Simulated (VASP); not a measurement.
Energy against volume of Nb (bcc). These are revTPSS meta-GGA, VASP's PBE PAW potentials (set 64) (plane waves; VASP 6.6.1) values and carry that method's errors. Numerical set-up: 520 eV cut-off, 16×16×16 Γ-centred mesh, first-order Methfessel-Paxton smearing of 0.10 eV, potentials Nb_sv.

```json
[
 {"V (Å³/atom)": "16.655", "E (eV/atom)": "1.21444"},
 {"V (Å³/atom)": "17.187", "E (eV/atom)": "1.18539"},
 {"V (Å³/atom)": "17.718", "E (eV/atom)": "1.17727"},
 {"V (Å³/atom)": "18.250", "E (eV/atom)": "1.18676"}
]
```

Problem. Fit these four points and predict the energy of the run at 18.781 Å³/atom.

Solution. A cubic in V^(−2/3), the third-order Birch-Murnaghan form, passes through the four points with V0 = 17.68 Å³/atom and B0 = 178 GPa, and gives 1.2111 eV/atom there. The run gave 1.2116 eV/atom, +0.6 meV/atom from the fit; all five points give B0 = 180 GPa.

The compound is Nb in the bcc structure. It was relaxed first.
